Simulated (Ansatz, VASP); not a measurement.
## Two plane-wave programs on Ge5As

```
CELL_PARAMETERS angstrom
8.96362 0.00000 0.00000
-4.48181 7.76272 0.00000
0.00000 0.00000 2.54672
ATOMIC_POSITIONS crystal
Ge 0.33333 0.66667 0.50000
Ge 0.66667 0.33333 0.50000
Ge 0.50000 0.00000 0.50000
Ge 0.00000 0.50000 0.50000
Ge 0.50000 0.50000 0.50000
As 0.00000 0.00000 0.50000
```

Alike in both runs: functional PBE; k mesh 3 × 3 × 8; occupations gaussian, width 0.1 eV; no spin polarisation.

Ansatz relaxed the structure, and its values are those at the end. VASP's run is a single point on that final structure, the one shown.

```csv
,VASP,Ansatz
version,VASP 6.6.1,Ansatz 0.2.0
potentials or method,"VASP PAW PBE potentials, release 64 (Ge_d, As)","scalar-relativistic, plane waves, PAW"
plane-wave cutoff (eV),520,420
valence electrons in the cell,75,85
```

|  | VASP | Ansatz | Ansatz less VASP |
| --- | --- | --- | --- |
| gap on the k mesh at the Fermi level (eV) | none | none | - |
| pressure (GPa) | -0.1 | -0.1 | -0.02 |

A gap of «none» marks a metal or a gap that the smearing closes. The two sets of potentials don't hold the same shells in valence.
